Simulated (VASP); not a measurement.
Here is the system:

```
CELL_PARAMETERS angstrom
      0.00000     2.54709     2.54709
      2.54709     0.00000     2.54709
      2.54709     2.54709     0.00000
ATOMIC_POSITIONS crystal
  Zr 0.00000 0.00000 0.00000
  O  0.25000 0.25000 0.25000
  O  0.75000 0.75000 0.75000
```

Level of theory: optB86b-vdW, VASP's PBE PAW potentials (set 64) (plane waves; VASP). Run with 520 eV cut-off, Gaussian smearing of 0.050 eV, potentials Zr_sv O.

Question: Give the energies of bands 7 to 15 at the high-symmetry points, in eV from the valence-band maximum.

Answer: 
| band | Γ | X | U | L | W |
|---|---|---|---|---|---|
| 7 | -5.20 | -5.92 | -5.31 | -4.20 | -4.75 |
| 8 | -5.20 | -3.14 | -3.60 | -4.20 | -4.64 |
| 9 | -5.20 | -3.14 | -3.07 | -2.54 | -2.37 |
| 10 | -0.54 | -1.50 | -2.19 | -2.46 | -2.37 |
| 11 | -0.54 | -1.50 | -1.21 | -1.64 | -1.37 |
| 12 | -0.54 | 0.00 | -0.33 | -1.64 | -0.20 |
| 13 | 3.34 | 3.77 | 4.00 | 3.97 | 4.41 |
| 14 | 3.34 | 4.71 | 4.72 | 3.97 | 4.56 |
| 15 | 6.54 | 5.85 | 6.17 | 6.10 | 6.29 |

The gap is indirect, 3.34 eV, from the valence maximum at X to the conduction minimum at Γ.

The compound is ZrO2 in the fluorite structure, the high-temperature cubic form, which is unstable at 0 K; the monoclinic form is the stable one. It was relaxed first.
